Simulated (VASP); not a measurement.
## C2Si6 (ordered alloy cell): computed properties

Computed with PBEsol GGA, VASP's PBE PAW potentials (set 64) (plane waves; VASP 6.6.1).

space group: Cmcm (63)
cell: a = 7.114 Å, b = 9.690 Å, c = 3.578 Å, α = 90.00°, β = 90.00°, γ = 90.00°
volume per atom: 15.41 Å³/atom
band gap (over mesh and band path): none (metal, semimetal or under 0.01 eV)
density: 2.59 g/cm³

CSi3 is taken in the orthorhombic space group Cmcm (No. 63), Pearson symbol oS16. Conventional cell: a = 7.1139 Å, b = 9.6901 Å, c = 3.5777 Å, α = β = γ = 90.00°. Si1 on 4c has 4 Si at 2.240–2.267 Å. Si2 on 8g is coordinated by 1 C at 1.954 Å and 3 Si at 2.267–2.342 Å. C on 4c is coordinated by 2 Si at 1.954 Å (bent). (Neighbours: up to the widest gap in distance over summed covalent radii, below 1.35, at either atom.)
(The calculation used a cell of 8 atoms; values per cell refer to that cell.)

The structure was generated: C2Si6 was put into an ordered model structure (Cmcm), which need not be its known phase. It was relaxed first. Symmetry was kept, so distortions that lower it aren't found.
